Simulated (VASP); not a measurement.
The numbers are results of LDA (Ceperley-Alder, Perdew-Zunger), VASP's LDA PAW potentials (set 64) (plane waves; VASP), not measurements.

VASP input:

### KPOINTS
```
Automatic
0
Gamma
  5 5 5
```

**INCAR**
```
SYSTEM = La3TlC
PREC = Accurate
ENCUT = 400
EDIFF = 1E-6
NELM = 100
ALGO = Normal
LREAL = .FALSE.
LASPH = .TRUE.
ISMEAR = 0
SIGMA = 0.272
LMAXMIX = 6
LWAVE = .FALSE.
LCHARG = .FALSE.
ISIF = 2
```

### KPOINTS_OPT
```
k-points along high-symmetry lines
10
Line-mode
Reciprocal
  0.000000   0.000000   0.000000 ! GAMMA
  0.000000   0.500000   0.000000 ! X

  0.000000   0.500000   0.000000 ! X
  0.500000   0.500000   0.000000 ! M

  0.500000   0.500000   0.000000 ! M
  0.000000   0.000000   0.000000 ! GAMMA

  0.000000   0.000000   0.000000 ! GAMMA
  0.500000   0.500000   0.500000 ! R

  0.500000   0.500000   0.500000 ! R
  0.000000   0.500000   0.000000 ! X

  0.500000   0.500000   0.500000 ! R
  0.500000   0.500000   0.000000 ! M
```

POSCAR:
```
La3TlC
1
    5.3251460000     0.0000000000     0.0000000000
    0.0000000000     5.3251460000     0.0000000000
    0.0000000000     0.0000000000     5.3251460000
La Tl C
3 1 1
Direct
  0.5000000000   0.0000000000   0.5000000000
  0.0000000000   0.5000000000   0.5000000000
  0.5000000000   0.5000000000   0.0000000000
  0.0000000000   0.0000000000   0.0000000000
  0.5000000000   0.5000000000   0.5000000000
```

POTCAR, in this order: La Tl_d C (LDA.64 set). Program: vasp_std.

Task: What will the output report for the number of irreducible k-points (NKPTS), largest plane-wave count, number of space-group operations, FFT grid (NGX, NGY, NGZ)?

Result: 
The number of irreducible k-points (NKPTS) is 10, the largest plane-wave count is 2777 and the number of space-group operations comes out as 48. The FFT grid (NGX, NGY, NGZ) comes out as 36 × 36 × 36.

The structure comes from a computed database's La3TlC entry (Pm-3m); how it stands against other phases isn't given here. The cell was not relaxed at this level.
